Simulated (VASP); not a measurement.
TaN:

```
Ta N
1.0
     0.00000    2.20000    2.20000
     2.20000    0.00000    2.20000
     2.20000    2.20000    0.00000
Ta N
1 1
Direct
  0.00000 0.00000 0.00000
  0.50000 0.50000 0.50000
```

The cell was built by a generator and needn't be a form met in nature.

| Item | Value |
| --- | --- |
| Program | VASP 6.6.1 |
| Task | relaxation of cell and atoms |
| Functional | LDA |
| Potentials or basis | VASP PAW LDA potentials, release 64 (Ta_pv, N) |
| Cutoff | 600 eV |
| k mesh | 16 × 16 × 16 |
| Occupations | methfessel-paxton, width 0.2 eV |
| Spin | no spin polarisation |

At the start: pressure -10.6 GPa; volume 10.65 Å³/atom.

Question: How do energy, volume and symmetry change on relaxing?

Answer: Over 4 steps the energy falls by 10.7 meV/atom and the volume is 10.33 Å³/atom (-3.0 %); space group Fm-3m (No. 225, to 0.05 Å).

The path:
| step | energy change (eV) | largest force (eV/Å) | pressure (GPa) | volume (Å³) |
| --- | --- | --- | --- | --- |
| 1 | 0.0000 | 0.0000 | -10.57 | 21.30 |
| 2 | 0.1164 | 0.0000 | 32.31 | 19.20 |
| 3 | -0.0214 | 0.0000 | -0.31 | 20.68 |
| 4 | -0.0214 | 0.0000 | -0.05 | 20.67 |

Final structure:
```xyz
2
Lattice="0.0000 2.1781 2.1781 2.1781 0.0000 2.1781 2.1781 2.1781 0.0000" Properties=species:S:1:pos:R:3 pbc="T T T"
Ta    2.1781    4.3561    2.1781
N     2.1781    2.1781    2.1781
```
